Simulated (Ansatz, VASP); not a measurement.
# TaN in two plane-wave programs, part 2 of 2

Wanted: the spread between two codes on one cell, functional and k mesh. The cell is taken from a series of runs on this material, whose earlier steps may have relaxed, scaled, displaced or heated it; both programs get it as it stands.

VASP 6.6.1 and Ansatz 0.2.0.

So far: The starting structure; VASP: zone-centre phonons, LDA.

## Step 3: Ansatz: zone-centre phonons, LDA

Level of this step: Ansatz beside VASP: Kohn-Sham DFT, plane waves, LDA (Ansatz).

Ansatz runs on its PAW soft_1 files.

The same cell, functional (in two slightly different forms), mesh and smearing now go to Ansatz, which takes its cutoff from its data sets.

File input.yaml:

```yaml
crystal:
  lattice:
    - [0.0722033108, 2.1885571409, 2.1656348661]
    - [2.1885571409, 0.0722033108, 2.1656348661]
    - [2.2607604517, 2.2607604517, 0.0]
  atoms:
    - { symbol: "N", position: [0.0, 0.0, 0.0] }
    - { symbol: Ta, position: [0.5, 0.5, 0.5] }
kpoints:
  mp_grid: { grid: [16, 16, 16] }
hamiltonian:
  xc: lda
  pseudopotentials: { kind: paw, azcp: { folder: soft_1 }, xc_functional: pbe }
scf:
  occupations: { method: methfessel_paxton, width: 0.2 }
output:
  eigenvalues: true
phonons:
  method: dfpt
```

Launch:

```
> ansatz run input.yaml --threads 4 --pin off --max-ram 10240MiB --backend cpu --events-out ev --progress --plain --runs-dir out
```

Numbers of over 12 decimals in the logs are rounded to 6 here.

What it wrote:

```text
zone centre: on kpoints.mp_grid the ground state, and the responses unless they are solved on pairs of k-points, stand on 1098 of the mesh's 4096 k-points, reduced under 4 symmetry operations, with k and −k counted as one. Each operation leaves every solved displacement unchanged or reverses it
Engine: ansatz 0.2.0, aarch64-unknown-linux-gnu
Pseudopotentials: kind: paw
Pseudopotential: N, paw, valence charge 5, recommended cutoff 420 eV (normal), soft_1/N.paw.azcp
Pseudopotential: Ta, paw, valence charge 13, recommended cutoff 420 eV (normal), soft_1/Ta.paw.azcp
Functional definition: SPW92
  exchange = slater_x
  correlation = pw_c
Crystal: 2 atoms, lattice volume = 20.723 Å³
Basis set: ecut = 420 eV, 411 PW (Γ), exchange–correlation on 48×48×48 points (8 copies of the dense FFT grid, shifted against one another)
Bands: 13, of which v1, the nominal top of the filled ones, is band 9 counted from 1 (8 counted from 0)
Symmetry: 8 space group operations
k-points: 1098 of 4096 (irreducible under 4 space group operations)
Non-local potential: N, projectors of the file, l = 0: 2, l = 1: 2, l = 2: 1
Non-local potential: Ta, projectors of the file, l = 0: 3, l = 1: 2, l = 2: 2, l = 3: 1
PAW form: soft (Blöchl's): semilocal exchange-correlation on the pseudo side does not see the compensation charge
PAW frozen core: N, regenerated for the run's functional, and the local potential with it (the file was generated under x = pbe(κ = 0.804, μ = 0.219515), c = pbe(β = 0.066725))
PAW frozen core: Ta, regenerated for the run's functional, and the local potential with it (the file was generated under x = pbe(κ = 0.804, μ = 0.219515), c = pbe(β = 0.066725))
PAW one-centre angular grid: N, 110 points (default); XC on 64 Gauss nodes
PAW one-centre angular grid: Ta, 590 points (default); XC on 64 Gauss nodes
Initial density: superposition of atomic densities (chi_scale 0.1, normalization cell, long waves kept (reshape's long-wave potential 0.00 eV rms))
Initial wavefunctions: pseudopotential atomic-orbital guess
Functional: x = slater, c = lda
SCF iter   1: F=—  HF=-10059.568077 eV  |F-HF|=—  |Δ(HF+E_count)|=         —  Δρ=5.04e-2  dr2=5.36e-1  ethr=3.10e-3  ⟨swp⟩=5.0  Hψ=152841  notcnv=0  defer=1
automatic band count: the SCF goes on with 17 bands, as 13 were too few: the levels above may hold too much charge
preconditioner: auto → none  [metal: Δε(μ)=0.013 eV  Ē_g=16.087 eV  σ=0.200 eV  W_gap=0.06  n_scr=8 (ndim 8)  ℏωp=25.8 eV  f_vac=0.000  D(μ)=0.81/eV (n_scr^D=8)  sad-step TF]
SCF iter   2: F=—  HF=-10059.519426 eV  |F-HF|=—  |Δ(HF+E_count)|=   4.87e-2  S|Δr|=    0.00e0  Δρ=3.54e-2  dr2=2.95e-1  ethr=2.98e-3  ⟨swp⟩=1.0  Hψ=27450  notcnv=0  defer=2
SCF iter   3: F=—  HF=-10059.446916 eV  |F-HF|=—  |Δ(HF+E_count)|=   7.25e-2  S|Δr|=    0.00e0  Δρ=2.90e-3  dr2=4.48e-4  ethr=1.64e-3  ⟨swp⟩=2.5  Hψ=24690  notcnv=0  defer=2
SCF iter   4: F=—  HF=-10059.446972 eV  |F-HF|=—  |Δ(HF+E_count)|=   5.52e-5  S|Δr|=    0.00e0  Δρ=6.42e-4  dr2=1.04e-4  ethr=2.49e-6  ⟨swp⟩=2.7  Hψ=35001  notcnv=0  defer=1586
SCF iter   5: F=—  HF=-10059.446947 eV  |F-HF|=—  |Δ(HF+E_count)|=   2.51e-5  S|Δr|=    0.00e0  Δρ=7.45e-5  dr2=1.10e-6  ethr=5.78e-7  ⟨swp⟩=2.4  Hψ=22568  notcnv=0  defer=1586
SCF iter   6: F=—  HF=-10059.446947 eV  |F-HF|=—  |Δ(HF+E_count)|=   1.49e-7  S|Δr|=    0.00e0  Δρ=1.04e-5  dr2=7.33e-9  ethr=6.10e-9  ⟨swp⟩=2.3  Hψ=23456  notcnv=0  defer=1737
SCF iter   7: F=—  HF=-10059.446947 eV  |F-HF|=—  |Δ(HF+E_count)|=   2.07e-9  S|Δr|=    0.00e0  Δρ=1.42e-6  dr2=1.19e-10  ethr=4.07e-11  ⟨swp⟩=2.4  Hψ=24099  notcnv=0  defer=1737
SCF iter   8: F=-10059.446947 eV  HF=-10059.446947 eV  |F-HF|=1.82e-12  |Δ(HF+E_count)|=  5.46e-11  S|Δr|=    0.00e0  Δρ=1.65e-7  dr2=3.16e-12  ethr=1.00e-12  ⟨swp⟩=9.7  Hψ=84923  notcnv=0
SCF 1 converged in 8 iterations: F = -10059.446947 eV  dr2 = 3.16e-12
  greatest PAW one-centre occupation: 0.999 electrons in one spin orbital (limit 2), on the Ta atom at site 1 (counted from 0), in its partial waves of l = 0
DFPT response loops at Γ: preconditioner auto → Kerker (q_TF=auto, 2.665 Å⁻¹) (partly filled bands, converged f_vac=0.000); β = 1.00, the filter's whole step (`scf.mixing.beta` (0.50) is not read by the response loops under this deck's `scf.mixing.preconditioner`; to damp them name `kerker` or `kerker_dos`, under which they read `scf.mixing.beta`, and type it under 1.00, their step now; both keys bind the ground state too); Broyden in place of MSR1
SCF converged after 8 iterations
Stability not checked: this state was not tested for a lower state beside it, because cold or Methfessel-Paxton smearing, or corrected tetrahedra, fill the levels in a way that the test cannot read (fill_not_monotonic; see scf.lower_state_search)
Free energy (F): -10059.446947 eV
Harris-Foulkes:  -10059.446947 eV  (|F-HF|=1.82e-12)
Internal energy: -10059.446195 eV  (E = F + TS)
E sigma→0 (E₀):  -10059.446759 eV
Entropy (-TS):   -0.000752 eV (-0.376 meV/atom)
Fermi energy:    21.771498 eV
--- Per-component energies (eV) ---
  E_band       = -42.027362
  E_kinetic    = 526.818015
  E_local      = -557.613378  (includes V_loc(G=0)·N_el)
  E_nonlocal   = 30.431346
  E_hartree    = 199.368716
  E_xc         = -379.272287
  E_vxc        = -311.516818  (∫ρ·V_xc dr)
  E_paw        = -8176.804258  (= ΣΔE_a)
  E_vpaw       = -128.884804  (= ΣTr[D̂ρ^β])
  E_aug_tail   = 0.000886  (compensation charges beyond the density's cutoff)
  E_ewald      = -1702.714276
  E_core_change = 0.339041  (= ΣΔE_core)
  E_smearing   = -0.000752  (= −TS)
  E_closure    = -0.000000  (closes the sum)
  Σ components = -10059.446947   (vs F -10059.446947, Δ=0.00e0)
--- Band table (eV; the first three rows and the last of 1098) ---
  k-point 0: bands = [... 5 lower, 17.7696, 17.9716, 18.1511, 19.0551, 19.5644, 20.1245, 21.8137, 21.9437, ... 4 higher]
  k-point 1: bands = [... 5 lower, 17.2451, 17.5483, 17.8251, 19.3671, 19.8045, 20.2766, 22.1961, 22.3207, ... 4 higher]
  k-point 2: bands = [... 5 lower, 16.2011, 16.8009, 17.1467, 19.8322, 20.2180, 20.6370, 23.1281, 23.2576, ... 4 higher]
  k-point 1097: bands = [... 5 lower, 15.2723, 16.1536, 16.8733, 17.4334, 24.0158, 25.5052, 25.5091, 26.7196, ... 4 higher]
--- Phonons (Γ-DFPT): 4 representative perturbations + reference, on 1098 of 4096 k-points (Σ response iterations 12) ---
  k mesh reduced under 4 symmetry operations, with k and −k counted as one. Each operation leaves every solved displacement unchanged or reverses it
  ASR residual: 1.122e-4 → 0.000e0 eV/Å²; symmetrization residual: 1.026e-6 eV/Å²
  ASR residual per site (eV/Å²): 7.14e-5 1.12e-4
  Γ frequencies (cm⁻¹): 0.00 0.00 0.00 391.63 421.72 434.82
  non-analytic LO–TO correction: not included (Born effective charges unavailable; polar crystals: no LO–TO splitting at Γ)
```

Reading the cycles: dr2 is the Hartree energy of the density residual (eV), the measure of convergence; HF is the Harris–Foulkes estimate of the energy, which meets the free energy F at convergence.

## Step 4: Side by side

Known differences besides the potentials themselves: the data sets hold 18 valence electrons in Ansatz (on its PAW soft_1 files) and 16 in VASP; the cutoff is 420 eV in Ansatz and 600 eV in VASP; VASP's log shows a relativistic correction to its local exchange, Ansatz's none. Total energies have different zeros and are not compared.

Both answers:

```
             quantity  Ansatz   VASP  difference
optical mode 1 (cm⁻¹)   391.6  392.9     -0.31 %
optical mode 2 (cm⁻¹)   421.7  423.8     -0.48 %
optical mode 3 (cm⁻¹)   434.8  436.9     -0.47 %
```

Modes are paired by rising frequency, not by their patterns, so a pair may set unlike modes beside each other; they are those without the splitting of longitudinal modes.

## Step 5: What came out

| Quantity | Value |
| --- | --- |
| r.m.s. difference of the optical zone-centre modes, each program's sorted by frequency (zone-centre phonons, LDA) | 1.8 cm⁻¹ |

The r.m.s. difference of the optical zone-centre modes, each program's sorted by frequency is 1.8 cm⁻¹ (zone-centre phonons, LDA). The data sets hold unlike numbers of valence electrons (18 in Ansatz and 16 in VASP), so part of the differences comes from the potentials. Such differences can come from data sets, numerical settings and the points named under the comparisons, not from the functional's error against experiment.

[Lines on the potential files, build, host, timing and source positions are cut from VASP's logs without a mark.]

[Logs are printed without paths, hosts, clocks, repeated set-up lines and the standing remarks that a program may print on its own settings, such as how far it seeks lower states.]

[Hosts, paths, dates, database ids (printed as entryN), source tags and the programs' standing remarks are cut or masked in the printed files.]
